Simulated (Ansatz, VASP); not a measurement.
# Cross-check of GaF between VASP and Ansatz

One calculation is typed for both programs; each brings its own data sets. How far apart do they land? Of the first pair: The two relaxations start from unlike cells of this crystal (the structure described is Ansatz's start), so only their ends are compared.

Program: Ansatz 0.2.0. Level of theory: plane waves, with VASP 6.6.1 beside it; relaxation of cell and atoms at PBE and dielectric response at PBE. Results are calculated unless marked as measured.

## (1) Set-up

Symmetry: Cmcm, No. 63, orthorhombic system. The conventional cell has a = 3.289 Å, b = 9.287 Å, c = 3.371 Å, α = 90.00°, β = 90.00°, γ = 90.00°. Ga has 1 F at 2.14 Å nearest. Nearest to F lie 1 Ga at 2.14 Å. As first built, before any earlier steps moved the atoms (in the runner's words): all Cl replaced by F and In replaced by Ga in the Cmcm structure of InCl. Farther neighbours and most contacts between anions are not listed.

## (2) Ansatz: relaxation of cell and atoms, PBE

Ansatz runs on its default PAW (the set named soft_2) files.

The relaxed volume is the usual yardstick between codes: in a stiff, nearly cubic crystal its relative difference is about their pressure difference at one cell divided by the bulk modulus.

Input file input.yaml:

```yaml
crystal:
  lattice:
    - [1.64474334, -4.64330573, 0.0]
    - [1.64474334, 4.64330573, 0.0]
    - [0.0, 0.0, 3.37069957]
  atoms:
    - { symbol: Ga, position: [0.60969874, 0.39030126, 0.25] }
    - { symbol: Ga, position: [0.39030126, 0.60969874, 0.75] }
    - { symbol: F, position: [0.1595731, 0.8404269, 0.75] }
    - { symbol: F, position: [0.8404269, 0.1595731, 0.25] }
kpoints:
  mp_grid: { grid: [7, 7, 7] }
scf:
  occupations: { method: fermi_dirac, width: 0.05 }
hamiltonian:
  xc: pbe
  pseudopotentials: { kind: paw }
output:
  forces: true
  stress: true
relax:
  f_tol: 0.02
  max_steps: 50
  cell: {}
```

Run with:

```sh
$ ansatz run input.yaml --threads 2 --pin off --max-ram 5120MiB --backend cpu --events-out ev --progress --plain --runs-dir out
```

Numbers of over 12 decimals in the logs are rounded to 6 here.

The log of the run:

```text
Engine: ansatz 0.2.0, x86_64-unknown-linux-gnu
Pseudopotentials: kind: paw
Pseudopotential: Ga, paw, valence charge 13, recommended cutoff 420 eV (normal), Ga.paw.azcp
Pseudopotential: F, paw, valence charge 7, recommended cutoff 420 eV (normal), F.paw.azcp
Functional definition: PBE
  parameter kappa = 0.804
  parameter beta = 0.066725
  exchange = pbe_x(kappa = kappa, mu = beta*pi^2/3)
  correlation = pbe_c(beta = beta)
Crystal: 4 atoms, lattice volume = 51.484 Å³
Basis set: ecut = 420 eV, 1013 PW (Γ), exchange–correlation on 72×72×48 points (8 copies of the dense FFT grid, shifted against one another)
Bands: 24, of which v1, the nominal top of the filled ones, is band 20 counted from 1 (19 counted from 0)
Symmetry: 8 space group operations
Space group: Cmcm (ITA 63), of the structure as read, at distance tolerance 3.7e-5 Å
k-points: 64 of 343
Non-local potential: Ga, projectors of the file, l = 0: 2, l = 1: 2, l = 2: 3, l = 3: 1
Non-local potential: F, projectors of the file, l = 0: 2, l = 1: 2, l = 2: 1
PAW form: soft (Blöchl's): semilocal exchange-correlation on the pseudo side does not see the compensation charge
PAW one-centre angular grid: Ga, 590 points (default); XC on 64 Gauss nodes
PAW one-centre angular grid: F, 110 points (default); XC on 64 Gauss nodes
Initial density: superposition of atomic densities (neutral atoms: chi_scale 0, normalization atom), corrected by the library's trained network
Initial wavefunctions: pseudopotential atomic-orbital guess
Functional: x = pbe(κ = 0.804, μ = 0.219515), c = pbe(β = 0.066725)
SCF iter   1: F=—  HF=-9182.374276 eV  |F-HF|=—  |Δ(HF+E_count)|=         —  Δρ=4.06e-3  dr2=6.21e-3  ethr=1.77e-3  ⟨swp⟩=4.8  Hψ=5835  notcnv=0
preconditioner: auto → none  [insulator: Δε(μ)=0.233 eV  Ē_g=16.206 eV  σ=0.050 eV  W_gap=0.53  n_scr=12 (ndim 8)  ℏωp=32.7 eV  f_vac=0.000  D(μ)=0.18/eV (n_scr^D=0)  ε∞_Penn≈5.1]
SCF iter   2: F=—  HF=-9182.373917 eV  |F-HF|=—  |Δ(HF+E_count)|=   3.58e-4  Δρ=1.64e-3  dr2=7.12e-4  ethr=1.55e-5  ⟨swp⟩=2.7  Hψ=3085  notcnv=0
SCF iter   3: F=—  HF=-9182.374210 eV  |F-HF|=—  |Δ(HF+E_count)|=   2.92e-4  Δρ=3.94e-4  dr2=5.42e-5  ethr=1.78e-6  ⟨swp⟩=2.0  Hψ=2673  notcnv=0
SCF iter   4: F=—  HF=-9182.374194 eV  |F-HF|=—  |Δ(HF+E_count)|=   1.62e-5  Δρ=1.74e-4  dr2=6.19e-6  ethr=1.36e-7  ⟨swp⟩=2.0  Hψ=2690  notcnv=0
SCF iter   5: F=—  HF=-9182.374195 eV  |F-HF|=—  |Δ(HF+E_count)|=   1.22e-6  Δρ=3.44e-5  dr2=2.89e-7  ethr=1.55e-8  ⟨swp⟩=2.0  Hψ=2689  notcnv=0
SCF iter   6: F=-9182.374195 eV  HF=-9182.374195 eV  |F-HF|=7.38e-9  |Δ(HF+E_count)|=   3.95e-7  Δρ=3.62e-6  dr2=1.39e-8  ethr=2.50e-10  ⟨swp⟩=4.3  Hψ=5549  notcnv=0
SCF 1 converged in 6 iterations: F = -9182.374195 eV  dr2 = 1.39e-8
  greatest PAW one-centre occupation: 0.996 electrons in one spin orbital (limit 2), on the Ga atom at site 1 (counted from 0), in its partial waves of l = 2
relax step   1: F+E_penalty+E_count = -9182.37419512 eV  Δ(F+E_penalty+E_count) = +0.000e0 eV  max|allowed force component| = 4.137e-1 eV/Å  Δτ_max = 0.0000 Å  P = +18.897 GPa  Ω = 51.484 Å³  (6 SCF iters, dr2 threshold 1.00e-7 eV, accepted)
[...]
relax step  29: F+E_penalty+E_count = -9183.37319028 eV  Δ(F+E_penalty+E_count) = +1.117e-3 eV  max|allowed force component| = 5.104e-3 eV/Å  Δτ_max = 0.0095 Å  P = +0.024 GPa  Ω = 82.250 Å³  energy of the carried Pulay correction = -1.498e-3 eV  (7 SCF iters, dr2 threshold 3.40e-8 eV, accepted)
[...]
relax step  30: F+E_penalty+E_count = -9183.37488669 eV  Δ(F+E_penalty+E_count) = -1.696e-3 eV  max|allowed force component| = 5.051e-3 eV/Å  Δτ_max = 0.0000 Å  P = +0.034 GPa  Ω = 82.250 Å³  stress off target by 9.40e-2 GPa  SCF on the basis re-selected at this cell (its energy is not comparable with the rows above)  (7 SCF iters)
[...]
relax step  31: F+E_penalty+E_count = -9183.37421150 eV  Δ(F+E_penalty+E_count) = +6.752e-4 eV  max|allowed force component| = 1.350e-3 eV/Å  Δτ_max = 0.0048 Å  P = -0.007 GPa  Ω = 82.642 Å³  energy of the carried Pulay correction = -7.632e-4 eV  (7 SCF iters, dr2 threshold 2.21e-8 eV, accepted)
[...]
relax step  32: F+E_penalty+E_count = -9183.37509357 eV  Δ(F+E_penalty+E_count) = -8.821e-4 eV  max|allowed force component| = 1.302e-3 eV/Å  Δτ_max = 0.0000 Å  P = +0.013 GPa  Ω = 82.642 Å³  stress off target by 3.85e-2 GPa  SCF on the basis re-selected at this cell (its energy is not comparable with the rows above)  (6 SCF iters)
basis re-selected at this cell: Δ(F+E_penalty+E_count) = -8.821e-4 eV, ΔP = +0.020 GPa vs the last step (what re-selecting the basis moved, of the pressure what is left beyond the Pulay correction that the steps carried, after the strain that the cell walked since its last selection, with what the two solves' SCF thresholds leave and, on support functions, any second-order correction that the steps lacked; it is no m [...]
SCF converged after 6 iterations
Free energy (F): -9183.375094 eV
Harris-Foulkes:  -9183.375094 eV  (|F-HF|=2.04e-10)
Internal energy: -9183.375094 eV  (E = F + TS)
E sigma→0 (E₀):  -9183.375094 eV
Fermi energy:    3.970709 eV
--- Per-component energies (eV) ---
  E_band       = -297.454352
  E_kinetic    = 636.618152
  E_local      = -6097.950235  (includes V_loc(G=0)·N_el)
  E_nonlocal   = 988.351267
  E_hartree    = 2713.428849
  E_xc         = -297.124369
  E_vxc        = -318.178100  (∫ρ·V_xc dr)
  E_paw        = -4365.872993  (= ΣΔE_a)
  E_vpaw       = -933.156518  (= ΣTr[D̂ρ^β])
  E_aug_tail   = 0.003669  (compensation charges beyond the density's cutoff)
  E_ewald      = -2760.829434
  E_smearing   = -0.000000  (= −TS)
  E_closure    = -0.000000  (closes the sum)
  Σ components = -9183.375094   (vs F -9183.375094, Δ=0.00e0)
--- Forces (eV/Å), atoms counted from 1 ---
  atom   1  Ga     0.00000000     0.00114269     0.00000000
  atom   2  Ga     0.00000000    -0.00114269     0.00000000
  atom   3  F      0.00000000     0.00130229     0.00000000
  atom   4  F      0.00000000    -0.00130229     0.00000000
  max |Σ_I F_I| component: 2.17e-19 eV/Å
--- Stress (GPa, compression-positive) ---
        0.011552       0.000000       0.000000
        0.000000       0.038547       0.000000
        0.000000       0.000000      -0.010820
  P = ⅓ Tr σ = 0.0131 GPa (0.131 kbar)
--- Relaxed structure (25 steps of the walk, 25 accepted, 7 SCFs on fresh bases) ---
  F+E_penalty+E_count = -9183.37509357 eV   max|allowed force component| = 1.302e-3 eV/Å   (the final SCF, on the basis selected at the relaxed cell)
  cell:  # Å, volume = 82.6423 Å³
    - [1.802181, -6.308698, 0.0]
    - [1.802181, 6.308698, 0.0]
    - [0.0, 0.0, 3.634411]
  atoms:
    - { symbol: Ga, position: [0.640316, 0.359684, 0.25] }
    - { symbol: Ga, position: [0.359684, 0.640316, 0.750000] }
    - { symbol: F, position: [0.196025, 0.803975, 0.750000] }
    - { symbol: F, position: [0.803975, 0.196025, 0.25] }
```

## (3) VASP: relaxation of cell and atoms, PBE

Its own start cell and the same functional, mesh and smearing now go to VASP, with its own data sets.

Lines of VASP's logs that name or quote its potential files are left out, and so is its time.

Input file INCAR:

```
SYSTEM = GaF
PREC = Accurate
ENCUT = 600
EDIFF = 1E-07
NELM = 120
ISMEAR = -1
SIGMA = 0.05
LREAL = .FALSE.
ALGO = Normal
GGA = PE
NBANDS = 26
LORBIT = 11
LWAVE = .FALSE.
LCHARG = .FALSE.
ISIF = 3
IBRION = 2
NSW = 80
EDIFFG = -0.005
LASPH = .TRUE.
GGA_COMPAT = .FALSE.
NELMIN = 4
EFERMI = MIDGAP
KPAR = 2
```

Input file POSCAR:

```
GaF
1.0
    1.7629985912     -5.5324953006      0.0000000000
    1.7629985912      5.5324953006      0.0000000000
    0.0000000000      0.0000000000      3.7073526063
Ga F
2 2
Direct
    0.6265296738      0.3734703262      0.2500000000
    0.3734703262      0.6265296738      0.7500000000
    0.1842694780      0.8157305220      0.7500000000
    0.8157305220      0.1842694780      0.2500000000
```

Input file KPOINTS:

```
Automatic mesh
0
Gamma
7 7 7
0 0 0
```

The projector-augmented-wave data sets are Ga_d and F (PBE family, release 64).

Run with:

```sh
$ mpirun -np 2 vasp_std
```

The log of the run:

```text
[banner, memory and clock lines left out]
running    2 mpi-ranks, on    1 nodes
 distrk:  each k-point on    1 cores,    2 groups
 distr:  one band on    1 cores,    1 groups

 POSCAR found type information on POSCAR GaF
 POSCAR found :  2 types and       4 ions
 LDA part: xc-table for (Slater+PW92), standard interpolation
 POSCAR, INCAR and KPOINTS ok, starting setup
 FFT: planning ... GRIDC
 FFT: planning ... GRID_SOFT
 FFT: planning ... GRID
 WAVECAR not read
 entering main loop
       N       E                     dE             d eps       ncg     rms          rms(c)
DAV:   1     0.419018092503E+03    0.41902E+03   -0.22014E+04  3402   0.270E+03
DAV:   2     0.436671929389E+02   -0.37535E+03   -0.36057E+03  3816   0.574E+02
DAV:   3    -0.147332291216E+02   -0.58400E+02   -0.57546E+02  3716   0.181E+02
DAV:   4    -0.172925526317E+02   -0.25593E+01   -0.25510E+01  4246   0.400E+01
DAV:   5    -0.173392314369E+02   -0.46679E-01   -0.46626E-01  3900   0.517E+00    0.764E+00
DAV:   6    -0.156405451439E+02    0.16987E+01   -0.74019E+00  4338   0.214E+01    0.292E+00
DAV:   7    -0.156075014856E+02    0.33044E-01   -0.48982E-01  3846   0.480E+00    0.153E+00
DAV:   8    -0.155923078066E+02    0.15194E-01   -0.12540E-01  3836   0.318E+00    0.444E-01
DAV:   9    -0.155901829118E+02    0.21249E-02   -0.20014E-02  3982   0.121E+00    0.108E-01
DAV:  10    -0.155908033871E+02   -0.62048E-03   -0.16066E-03  3874   0.308E-01    0.286E-02
DAV:  11    -0.155908636777E+02   -0.60291E-04   -0.15239E-04  3944   0.901E-02    0.949E-03
DAV:  12    -0.155908677755E+02   -0.40978E-05   -0.29806E-05  4124   0.507E-02    0.488E-03
DAV:  13    -0.155908674093E+02    0.36619E-06   -0.32993E-06  4136   0.210E-02    0.252E-03
DAV:  14    -0.155908674511E+02   -0.41784E-07   -0.48258E-07  3096   0.561E-03
   1 F= -.15590867E+02 E0= -.15590867E+02  d E =-.155909E+02
[... from here on, the cycles between the ionic steps are left out ...]
   2 F= -.15593972E+02 E0= -.15593972E+02  d E =-.310488E-02
   3 F= -.15594297E+02 E0= -.15594297E+02  d E =-.342924E-02
  14 F= -.15616977E+02 E0= -.15616977E+02  d E =-.707408E-03
  15 F= -.15617573E+02 E0= -.15617573E+02  d E =-.130350E-02
  16 F= -.15617668E+02 E0= -.15617668E+02  d E =-.139861E-02
  17 F= -.15617800E+02 E0= -.15617800E+02  d E =-.152988E-02
  18 F= -.15618170E+02 E0= -.15618170E+02  d E =-.370365E-03
  19 F= -.15618798E+02 E0= -.15618798E+02  d E =-.998828E-03
  20 F= -.15618853E+02 E0= -.15618853E+02  d E =-.105382E-02
  21 F= -.15618971E+02 E0= -.15618971E+02  d E =-.117153E-03
 trial-energy change:   -0.000117  1 .order   -0.000170   -0.000393    0.000052
 step:   0.9261(harm=  1.0938)  dis= 0.00167  next Energy=   -15.618978 (dE=-0.125E-03)
 bond charge predicted
       N       E                     dE             d eps       ncg     rms          rms(c)
DAV:   1    -0.156200539479E+02   -0.10834E-02   -0.24624E-02  3890   0.159E+00    0.225E-01
DAV:   2    -0.156191466445E+02    0.90730E-03   -0.31725E-03  3580   0.551E-01    0.788E-02
DAV:   3    -0.156190262706E+02    0.12037E-03   -0.21914E-04  4376   0.171E-01    0.381E-02
DAV:   4    -0.156189833185E+02    0.42952E-04   -0.38241E-05  5098   0.718E-02    0.781E-03
DAV:   5    -0.156189820687E+02    0.12497E-05   -0.11222E-05  4208   0.326E-02    0.297E-03
DAV:   6    -0.156189820427E+02    0.26015E-07   -0.78489E-07  3520   0.803E-03
  22 F= -.15618982E+02 E0= -.15618982E+02  d E =-.128677E-03
 curvature:   0.67 expect dE= 0.337E-05 dE for cont linesearch  0.239E-05
 trial: gam=-0.07781 g(F)=  0.374E-06 g(S)=  0.466E-05 ort = 0.635E-04 (trialstep = 0.118E+01)
 search vector abs. value=  0.199E-05
 reached required accuracy - stopping structural energy minimisation
```

From OUTCAR (step 3):

```text
ion  position               nearest neighbor table
   1  0.627  0.373  0.250-   4 2.09
   2  0.373  0.627  0.750-   3 2.09
   3  0.184  0.816  0.750-   2 2.09
   4  0.816  0.184  0.250-   1 2.09

  LATTYP: Found a base centered orthorhombic cell.
 ALAT       =     3.5259971824
 B/A-ratio  =     3.1381166884
 C/A-ratio  =     1.0514337972

 Subroutine GETGRP returns: Found  8 space group operations
 (whereof  4 operations were pure point group operations)

The static configuration has the point symmetry C_2h.
 The point group associated with its full space group is D_2h.

 Found     64 irreducible k-points:

   k-points           NKPTS =     64   k-points in BZ     NKDIM =     64   number of bands    NBANDS=     26

   dimension x,y,z NGX =    48 NGY =   48 NGZ =   30
   dimension x,y,z NGXF=    96 NGYF=   96 NGZF=   60

   ENCUT  =  600.0 eV  44.10 Ry    6.64 a.u.  11.60 11.60  7.40*2*pi/ulx,y,z

   NELECT =      40.0000    total number of electrons

 k-points in reciprocal lattice and weights: Automatic mesh
   0.00000000  0.00000000  0.00000000       0.003
   0.14285714  0.00000000  0.00000000       0.012
   0.28571429  0.00000000  0.00000000       0.012
   0.42857143 -0.00000000  0.00000000       0.012
   0.14285714  0.14285714  0.00000000       0.006
   0.28571429  0.14285714  0.00000000       0.012
   0.42857143  0.14285714  0.00000000       0.012
  -0.42857143  0.14285714  0.00000000       0.012
  -0.28571429  0.14285714  0.00000000       0.012
[...]
0.42857143  0.42857143  0.42857143       0.012
  -0.42857143  0.42857143  0.42857143       0.012

 average (electrostatic) potential at core
       1 -68.3504       2 -68.3504       3 -78.1308       4 -78.1308

 E-fermi :   1.7338

 k-point     1 :       0.0000    0.0000    0.0000
  band No.  band energies     occupation
    ...
     16      -3.5029      2.00000
     17      -3.4963      2.00000
     18      -2.5404      2.00000
     19      -2.5230      2.00000
     20       0.1895      2.00000
     21       3.9800      0.00000
     22       7.7609      0.00000
     23       7.8603      0.00000
     24       8.5267      0.00000
     25       8.7170      0.00000
    ...

 k-point     2 :       0.1429    0.0000    0.0000
  band No.  band energies     occupation
    ...
     16      -3.4798      2.00000
     17      -3.4064      2.00000
     18      -2.5588      2.00000
     19      -2.1448      2.00000
     20       0.2109      2.00000
     21       4.1896      0.00000
     22       6.3352      0.00000
     23       7.3263      0.00000
     24       7.8423      0.00000
     25       8.5012      0.00000
    ...

 k-point     3 :       0.2857    0.0000    0.0000
  band No.  band energies     occupation
    ...
     16      -3.2848      2.00000
     17      -3.2123      2.00000
     18      -2.6308      2.00000
     19      -1.4295      2.00000
     20       0.3289      2.00000
     21       3.9791      0.00000
     22       5.0052      0.00000
     23       5.7698      0.00000
     24       7.7847      0.00000
     25       8.4515      0.00000
    ...

  Total        0.0136926      0.0140511      0.0011358      0.0000000      0.0000000      0.0000000
  in kB        0.2777635      0.2850349      0.0230410      0.0000000      0.0000000      0.0000000
  external PRESSURE =       0.1952798 kB  Pullay stress =       0.0000000 kB

  energy-cutoff  :      600.00
  volume of cell :       78.98
      direct lattice vectors                 reciprocal lattice vectors
     1.784056293 -6.123185157  0.000000000     0.280260215 -0.081656848 -0.000000000
     1.784056293  6.123185157 -0.000000000     0.280260215  0.081656848  0.000000000
     0.000000000 -0.000000000  3.614978821     0.000000000  0.000000000  0.276626794

 POSITION                                       TOTAL-FORCE (eV/Angst)
 -----------------------------------------------------------------------------------
      1.78406     -1.66646      0.90374         0.000000     -0.001373      0.000000
      1.78406      1.66646      2.71123         0.000000      0.001373     -0.000000
      1.78406      3.76038      2.71123         0.000000      0.001412     -0.000000
      1.78406     -3.76038      0.90374         0.000000     -0.001412      0.000000
 -----------------------------------------------------------------------------------
    total drift:                               -0.000000      0.000000     -0.000000

  FREE ENERGIE OF THE ION-ELECTRON SYSTEM (eV)
  ---------------------------------------------------
  free  energy   TOTEN  =       -15.6189820427 eV

  energy  without entropy=      -15.6189820426  energy(sigma->0) =      -15.61898204

 reached required accuracy - stopping structural energy minimisation

 total charge
# of ion       s       p       d       tot
------------------------------------------
    1        1.208   0.200   9.958  11.365
    2        1.208   0.200   9.958  11.365
    3        1.743   4.308   0.000   6.050
    4        1.743   4.308   0.000   6.050
--------------------------------------------------
tot          5.901   9.016  19.915  34.832

[... 3 further parts left out ...]
```

CONTCAR:

```
GaF
   1.00000000000000
     1.7840562928937163   -6.1231851566149791    0.0000000000000000
     1.7840562928937163    6.1231851566149791   -0.0000000000000000
     0.0000000000000000   -0.0000000000000000    3.6149788213668574
  Ga              F
     2     2
Direct
     0.6360776490090821    0.3639223509909180    0.2500000000000000
     0.3639223509909180    0.6360776490090821    0.7500000000000000
     0.1929389672421287    0.8070610327578713    0.7500000000000000
     0.8070610327578713    0.1929389672421287    0.2500000000000000
```

After so large a change of volume the plane waves of the start cell no longer fit, so the final stress carries a basis-set error. The run keeps the 8 symmetry operations of its start, so it cannot find a distortion of lower symmetry.

## (4) Differences

Known differences besides the potentials themselves: the cutoff is 420 eV in Ansatz and 600 eV in VASP; Ansatz adds a Pulay correction to the stress that steers its cell, VASP none. Total energies have different zeros and are not compared.

The two programs side by side:

```
                                         quantity  Ansatz   VASP  difference
                                      volume (Å³)   82.64  78.98     +4.64 %
edge a after relaxation, in the typed setting (Å)   6.561  6.378     +2.87 %
edge c after relaxation, in the typed setting (Å)   3.634  3.615     +0.54 %
```

[end of part 1 of 2]

[Lines on the potential files, build, host, timing and source positions are cut from VASP's logs without a mark.]

[Logs are printed without paths, hosts, clocks, repeated set-up lines and the standing remarks that a program may print on its own settings, such as how far it seeks lower states.]

[Hosts, paths, dates, database ids (printed as entryN), source tags and the programs' standing remarks are cut or masked in the printed files.]
